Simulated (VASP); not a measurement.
An input for Quantum ESPRESSO's pw.x (written as the equivalent of a VASP run, and not itself run):

```
&CONTROL
  calculation = 'vc-relax'
  pseudo_dir = './pseudo'
  outdir = './out'
  tprnfor = .true.
  tstress = .true.
  nstep = 40
  forc_conv_thr = 0.00078
/
&SYSTEM
  ibrav = 0
  nat = 2
  ntyp = 2
  ecutwfc = 82
  occupations = 'smearing'
  smearing = 'gaussian'
  degauss = 0.003675
  input_dft = 'pbesol'
/
&ELECTRONS
  conv_thr = 7.3e-08
  electron_maxstep = 100
/
&IONS
/
&CELL
  press = 450
/
ATOMIC_SPECIES
  Ag 107.868 Ag.upf
  Cl 35.450 Cl.upf
CELL_PARAMETERS angstrom
     0.0000000    2.4934673    2.4934673
     2.4934673    0.0000000    2.4934673
     2.4934673    2.4934673    0.0000000
ATOMIC_POSITIONS crystal
  Ag   0.0000000  0.0000000  0.0000000
  Cl   0.5000000  0.5000000  0.5000000
K_POINTS automatic
  9 9 9 0 0 0
```

**Question.** Translate this input to VASP (INCAR, KPOINTS, POSCAR, choice of POTCAR).

**Answer.** One answer among several that fit: 
### POSCAR
```
AgCl
1.0
  0.0000000000   2.4934673290   2.4934673290
  2.4934673290   0.0000000000   2.4934673290
  2.4934673290   2.4934673290   0.0000000000
Ag Cl
1 1
direct
  0.0000000000   0.0000000000   0.0000000000
  0.5000000000   0.5000000000   0.5000000000
```

File KPOINTS:
```
Regular mesh
0
Gamma
9 9 9
```

INCAR:
```
GGA = PS
ISIF = 3   # ions, shape and volume
NELM = 100   # most electronic steps
LWAVE = F
EDIFF = 1E-6   # SCF stop (eV)
PSTRESS = 450   # kbar
ENCUT = 500
LASPH = T   # aspherical one-centre terms
SIGMA = 0.05   # width (eV)
LMAXMIX = 4   # l cut-off of mixed one-centre charges
LREAL = F
ALGO = Normal
IBRION = 2
SYSTEM = AgCl
NSW = 40   # most ionic steps
ISMEAR = 0   # Gaussian
PREC = Accurate
LCHARG = F
EDIFFG = -0.02
```

POTCAR, in this order: Ag Cl (PBE.64 set). Program: vasp_std.

The two are equivalent in intent, not identical: the potentials are each code's own (VASP's PAW set, PseudoDojo norm-conserving files in pw.x), so ENCUT and ecutwfc are chosen apart and not converted; conv_thr bounds pw.x's estimated SCF error, while EDIFF bounds the energy change between steps; forc_conv_thr acts on force components and is met together with etot_conv_thr.

The compound is AgCl in the rock salt structure. This run relaxes it under an external pressure of 45 GPa. Symmetry was kept, so distortions that lower it aren't found.
